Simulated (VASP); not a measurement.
```
CELL_PARAMETERS angstrom
      0.00000     2.05057     2.05057
      2.05057     0.00000     2.05057
      2.05057     2.05057     0.00000
ATOMIC_POSITIONS crystal
  Ag 0.00000 0.00000 0.00000
```

These are r2SCAN meta-GGA, VASP's PBE PAW potentials (set 64) (plane waves; VASP 6.6.1) values and carry that method's errors. Run with 400 eV cut-off, 14×14×14 Γ-centred mesh, first-order Methfessel-Paxton smearing of 0.10 eV, potentials Ag.

Problem. What does the run give for the energy per atom (σ→0), band gap (on the k-mesh) with the smallest direct gap where there is one?

Solution. 
```
Quantity                                                    Result
------------------------  ----------------------------------------
band gap (on the k-mesh)  none (metal, semimetal or under 0.01 eV)
energy per atom (σ→0)                              -21.357 eV/atom
```

The compound is Ag in the fcc structure. It was relaxed first. The start is the result of an earlier pass.
